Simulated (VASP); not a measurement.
The input files of a VASP run:

POSCAR:
```
AlN
1
    0.0000000000     2.1900000000     2.1900000000
    2.1900000000     0.0000000000     2.1900000000
    2.1900000000     2.1900000000     0.0000000000
Al N
1 1
Direct
  0.0000000000   0.0000000000   0.0000000000
  0.2500000000   0.2500000000   0.2500000000
```

**KPOINTS**
```
Automatic mesh
0
Gamma
12 12 12
0 0 0
```

### INCAR
```
# general
SYSTEM = AlN
PREC   = Accurate
ENCUT  = 520   # plane-wave cut-off (eV)
LREAL  = .False.
LASPH  = .True.   # aspherical one-centre terms

# electronic loop
EDIFF  = 1E-7   # SCF stop (eV)
NELM   = 100   # most electronic steps
ALGO   = Normal   # blocked Davidson

# smearing
ISMEAR = -5   # tetrahedra, Bloechl

# functional
GGA    = PE   # PBE
IVDW   = 11   # D3, zero damping

# ions
ISIF   = 2   # forces and stress, cell fixed

# output
LWAVE  = .False.
LCHARG = .True.
LORBIT = 11   # lm-projected
NEDOS  = 601   # DOS grid
```

POTCAR, in this order: Al N (PBE.64 set). Program: vasp_std.

Write an equivalent input for Quantum ESPRESSO's pw.x.

One equivalent input (not run):
```
&CONTROL
  calculation = 'scf'
  pseudo_dir = './pseudo'
  outdir = './out'
  tprnfor = .true.
  tstress = .true.
/
&SYSTEM
  ibrav = 0
  nat = 2
  ntyp = 2
  ecutwfc = 84
  occupations = 'tetrahedra'
  input_dft = 'pbe'
  vdw_corr = 'grimme-d3'
  dftd3_version = 3
  dftd3_threebody = .false.
/
&ELECTRONS
  conv_thr = 7.3e-09
  electron_maxstep = 100
/
ATOMIC_SPECIES
  Al 26.982 Al.upf
  N 14.007 N.upf
CELL_PARAMETERS angstrom
     0.0000000    2.1900000    2.1900000
     2.1900000    0.0000000    2.1900000
     2.1900000    2.1900000    0.0000000
ATOMIC_POSITIONS crystal
  Al   0.0000000  0.0000000  0.0000000
  N    0.2500000  0.2500000  0.2500000
K_POINTS automatic
  12 12 12 0 0 0
```
What does not carry over: the potentials are each code's own (VASP's PAW set, PseudoDojo norm-conserving files in pw.x), so ENCUT and ecutwfc are chosen apart and not converted; conv_thr bounds pw.x's estimated SCF error, while EDIFF bounds the energy change between steps.

The compound is AlN in the zinc blende structure, a metastable form; wurtzite is the usual one. The cell was not relaxed at this level.
